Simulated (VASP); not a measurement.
VASP ran on this input.

**POSCAR**
```
Mg2Sn
6.760
  0.0000000000   0.5000000000   0.5000000000
  0.5000000000   0.0000000000   0.5000000000
  0.5000000000   0.5000000000   0.0000000000
Mg Sn
2 1
direct
  0.2500000000   0.2500000000   0.2500000000
  0.7500000000   0.7500000000   0.7500000000
  0.0000000000   0.0000000000   0.0000000000
```

### KPOINTS
```
K-points
0
G
6 6 6
```

INCAR:
```
ALGO=Normal
EDIFF=1E-6
ENCUT=400
GGA=PE
ISIF=2
ISMEAR=-4
LASPH=T
LCHARG=F
LMAXMIX=4
LREAL=F
LWAVE=F
NELM=100
PREC=Accurate
SYSTEM=Mg2Sn
```

POTCAR, in this order: Mg Sn_d (PBE.64 set). Program: vasp_std.

Translate this PBE calculation to Ansatz.

One equivalent input (not run):
Ansatz 0.2 input:
```yaml
crystal:
  lattice:
    - [0.0000000, 3.3800000, 3.3800000]
    - [3.3800000, 0.0000000, 3.3800000]
    - [3.3800000, 3.3800000, 0.0000000]
  atoms:
    - { symbol: Mg, position: [0.2500000, 0.2500000, 0.2500000] }
    - { symbol: Mg, position: [0.7500000, 0.7500000, 0.7500000] }
    - { symbol: Sn, position: [0.0000000, 0.0000000, 0.0000000] }
kpoints:
  mp_grid: { grid: [6, 6, 6] }
hamiltonian:
  xc: pbe
  pseudopotentials: { kind: paw }
scf:
  occupations: { method: tetrahedron_uncorrected }
  max_iter: 100
output: { forces: true, stress: true, eigenvalues: true }
```
The two are equivalent in intent, not identical: each code has its own PAW files, so the cut-off isn't converted (ENCUT is set for VASP's; basis.ecutwfc is left out, and Ansatz then takes the one that its files recommend); Ansatz stops its SCF on the density residual and VASP on the energy change (EDIFF).

The compound is Mg2Sn in the antifluorite structure. The cell was not relaxed at this level. The run is one of a series of settings (ISMEAR = -4, SIGMA removed against the base run), some of them coarse on purpose.
